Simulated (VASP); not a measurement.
A convergence study with VASP on BAs (zinc blende): one setting is varied, all else stays as given below, so the limit is that of these other settings.

```
CELL_PARAMETERS angstrom
      0.00000     2.39000     2.39000
      2.39000     0.00000     2.39000
      2.39000     2.39000     0.00000
ATOMIC_POSITIONS crystal
  B  0.00000 0.00000 0.00000
  As 0.25000 0.25000 0.25000
```

These are PBEsol GGA, VASP's PBE PAW potentials (set 64) (plane waves; VASP) values and carry that method's errors. The tightest run used: 700 eV cut-off, 16×16×16 Γ-centred mesh, Gaussian smearing of 0.010 eV, potentials B As.

```csv
setting,mean ε∞,irreducible k-points
4×4×4 mesh,15.44,8
6×6×6 mesh,11.43,16
10×10×10 mesh,10.01,47
```

These are the cheaper rows. Estimate the results at 16×16×16 mesh, and how far the last row shown lies from them.

| quantity | tightest run | last row shown is off by |
|---|---|---|
| mean ε∞ | 9.88 | 0.13 |

Left out are rungs that failed or repeat a setting and relaxations that didn't move; long series are thinned to 24 rows.

The compound is BAs in the zinc blende structure. The cell was not relaxed at this level.
